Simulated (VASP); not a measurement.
OSZICAR of a VASP run on ZnS (relaxed from the zinc blende structure, space group F-43m):

File OSZICAR:
```
       N       E                     dE             d eps       ncg     rms          rms(c)
DAV:   1     0.897165171272E+02    0.89717E+02   -0.89526E+03   910   0.164E+03
DAV:   2    -0.166219481928E+01   -0.91379E+02   -0.87047E+02   980   0.290E+02
DAV:   3    -0.791543584045E+01   -0.62532E+01   -0.62264E+01  1130   0.764E+01
DAV:   4    -0.799501178626E+01   -0.79576E-01   -0.79546E-01  1035   0.907E+00
DAV:   5    -0.799620562869E+01   -0.11938E-02   -0.11938E-02  1100   0.110E+00    0.720E+00
DAV:   6    -0.760651391931E+01    0.38969E+00   -0.10296E+00  1228   0.402E+01    0.557E+00
DAV:   7    -0.759197818427E+01    0.14536E-01   -0.35166E-01   945   0.621E+00    0.263E+00
DAV:   8    -0.758891268690E+01    0.30655E-02   -0.55694E-03  1080   0.732E-01    0.716E-01
DAV:   9    -0.758866918555E+01    0.24350E-03   -0.84556E-04  1091   0.368E-01    0.118E-01
DAV:  10    -0.758875314202E+01   -0.83956E-04   -0.19285E-04  1069   0.220E-01    0.756E-02
DAV:  11    -0.758875027285E+01    0.28692E-05   -0.59225E-05  1100   0.180E-01    0.936E-03
DAV:  12    -0.758875012603E+01    0.14682E-06   -0.20653E-06   758   0.274E-02
   1 F= -.75887501E+01 E0= -.75887501E+01  d E =-.758875E+01
```

Problem. Which electronic solver shows in the log?

Solution. It is blocked Davidson (ALGO = Normal, or the opening steps of other solvers). The INCAR had ALGO = Normal.

Problem. Can the final energy be trusted as converged?

Solution. The run converged. It stopped with EDIFF = 1E-6, NELM = 100, NSW = 40 and EDIFFG = -0.02 after 1 ionic step (PBEsol GGA, plane waves, VASP's PBE PAW potentials (set 64)).

The structure was generated: ZnS was put into the zinc blende type (F-43m), which need not be its known phase. It was relaxed first, which changed the volume by +7 %.
